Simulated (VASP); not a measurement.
Write the native input for VASP 6.6.1 that does the following.

```
Task                   : single point
Functional             : PBE
Potentials or basis    : VASP PAW PBE potentials, release 64 (W_sv)
Cutoff                 : 520 eV
k mesh                 : 14 × 14 × 14
Occupations            : gaussian, width 0.1 eV
Spin                   : no spin polarisation
Further INCAR settings : ALGO = Fast; EDIFF = 1e-07; NBANDS = 13
```

The structure of W lies in POSCAR:

```
W
1.0
   -1.5823450000      1.5823450000      1.5823450000
    1.5823450000     -1.5823450000      1.5823450000
    1.5823450000      1.5823450000     -1.5823450000
W
1
Direct
    0.0000000000      0.0000000000      0.0000000000
```

The input as run:

INCAR

```
SYSTEM = W
ALGO = Fast
EDIFF = 1E-7
ENCUT = 520
GGA = PE
ISIF = 2
ISMEAR = 0
LASPH = .True.
LCHARG = .False.
LREAL = .False.
LWAVE = .False.
NBANDS = 13
NELM = 100
PREC = Accurate
SIGMA = 0.1
```

KPOINTS

```
k-points
0
Gamma
  14 14 14
  0 0 0
```

Potentials or basis: VASP PAW PBE potentials, release 64 (W_sv).

Launch:

```sh
$ cat potpaw_PBE.64/W_sv/POTCAR > POTCAR
$ mpirun -np 1 vasp_std > vasp.out
```

Results of the run:

```yaml
Pressure: 6.6 GPa
Band_gap_on_the_k_mesh: none (metal or under the smearing width)
```

It took 24 s on 1 thread of AMD EPYC 7R43 64-Core Processor (Zen 3), on a shared host, peak memory 0.1 GiB.
